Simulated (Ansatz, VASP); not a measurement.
**NaLi16 (a cell with a defect) in VASP and in Ansatz**

```
Li Na
1.0
     6.98000    0.00000    0.00000
     0.00000    6.98000    0.00000
     0.00000    0.00000    6.98000
Li Na
16 1
Direct
  0.99295 0.99925 0.97450
  0.35745 0.97962 0.92801
  0.99175 0.50411 0.97157
  0.02422 0.99485 0.53743
  0.24933 0.27677 0.25492
  0.54238 0.50141 0.02298
  0.44609 0.98410 0.52741
  0.86831 0.30540 0.29126
  0.97832 0.51157 0.57195
  0.23509 0.71809 0.25627
  0.26303 0.28914 0.73488
  0.53486 0.49755 0.47917
  0.82542 0.71610 0.28215
  0.71107 0.22817 0.74681
  0.27084 0.68835 0.73332
  0.71425 0.77113 0.75438
  0.62240 0.03545 0.18079
```

Alike in both runs: functional PBE; k mesh 2 × 2 × 2; occupations fermi-dirac, width 0.05 eV; no spin polarisation.

Ansatz relaxed the structure, and its values are those at the end. VASP's run is a single point on that final structure, the one shown.

```csv
,VASP,Ansatz
version,VASP 6.6.1,Ansatz 0.2.0
potentials or method,"VASP PAW PBE potentials, release 64 (Li_sv, Na_pv)","scalar-relativistic, plane waves, PAW"
plane-wave cutoff (eV),520,420
valence electrons in the cell,55,57
```

VASP gave:

```
rms of the force components (eV/Å) : 0.029
```

**Question.** Estimate Ansatz's values.

**Answer.** rms of the force components (eV/Å): 0.028.

The two sets of potentials don't hold the same shells in valence.

Caveats: the k mesh is coarse (spacing up to 0.45 Å⁻¹), so the values aren't converged.
